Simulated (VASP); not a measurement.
## OsO: relaxation of cell and atoms with LDA

OsO:

```xyz
2
Lattice="3.3211 0.0000 0.0000 -1.6606 2.8762 0.0000 0.0000 0.0000 4.6590" Properties=species:S:1:pos:R:3 pbc="T T T"
Os    0.0000    0.0000    2.3295
O     0.0000    0.0000    0.0000
```

The cell was built by a generator and needn't be a form met in nature.

```yaml
Program: VASP 6.6.1
Task: relaxation of cell and atoms
Functional: LDA
Potentials_or_basis: VASP PAW LDA potentials, release 64 (Os, O)
Cutoff: 600 eV
k_mesh: 9 × 9 × 6
Occupations: gaussian, width 0.05 eV
Spin: no spin polarisation
Further_INCAR_settings: ALGO = Fast; EDIFF = 1e-06; IBRION = 2; EDIFFG = -0.02; NSW = 60; ISIF = 3
```

```
Relaxed volume                         : 11.82 Å³/atom
Relaxed cell                           : a = 2.732 Å, b = 2.732 Å, c = 3.657 Å, α = 90.00°, β = 90.00°, γ = 120.00°
Space group after relaxing (to 0.05 Å) : P6/mmm (No. 191)
Energy gained by relaxing              : 3106.5 meV/atom
Ionic steps                            : 14
Pressure after relaxing                : 0.1 GPa
Band gap on the k mesh                 : none (metal or under the smearing width)
```

Stress tensor (GPa, compression positive):
```
 0.23  0.00  0.00
 0.00  0.23  0.00
 0.00  0.00 -0.20
```

The path:
| step | energy change (eV) | largest force (eV/Å) | pressure (GPa) | volume (Å³) |
| --- | --- | --- | --- | --- |
| 1 | 0.0000 | 0.0000 | -45.36 | 44.50 |
| 2 | 132.6335 | 0.0000 | 2272.76 | 13.16 |
| 3 | -1.0268 | 0.0000 | -48.14 | 41.98 |
| 4 | -1.8020 | 0.0000 | -49.64 | 40.17 |
| 5 | -2.4042 | 0.0000 | 102.11 | 24.93 |
| 6 | -4.1927 | 0.0000 | -45.89 | 34.56 |
| 7 | -5.2903 | 0.0000 | -11.78 | 29.55 |
| 8 | -5.2970 | 0.0000 | -15.65 | 29.86 |
| 9 | -6.1839 | 0.0000 | 9.70 | 22.67 |
| 10 | -6.2112 | 0.0000 | 2.91 | 23.42 |
| 11 | -6.2123 | 0.0000 | 0.92 | 23.68 |
| 12 | -6.2123 | 0.0000 | 1.84 | 23.56 |
| 13 | -6.2017 | 0.0000 | -6.53 | 23.95 |
| 14 | -6.2131 | 0.0000 | 0.09 | 23.64 |

Final structure:
```
Os O
1.0
     2.73210    0.00000    0.00000
    -1.36605    2.36607    0.00000
     0.00000    0.00000    3.65679
Os O
1 1
Direct
  0.00000 0.00000 0.50000
  0.00000 0.00000 0.00000
```

Levels at points of the mesh, in eV from the Fermi level:
| k point | band 5 | band 6 | band 7 | band 8 | band 9 | band 10 |
| --- | --- | --- | --- | --- | --- | --- |
| (0.00, 0.00, 0.00) | -2.97 | -2.64 | -2.64 | -0.29 | -0.29 | 4.43 |
| (0.00, 0.00, 0.50) | -4.69 | -2.58 | -2.58 | 2.62 | 2.62 | 4.83 |

Wall time 2.5 min on 1 thread of Intel(R) Xeon(R) 6975P-C (Granite Rapids), with other jobs on the host, peak memory 0.2 GiB.

Caveat: the volume moved by over 15 % at a fixed basis, so the end points are rough. Spin-orbit coupling is left out, which matters for the levels of Os.
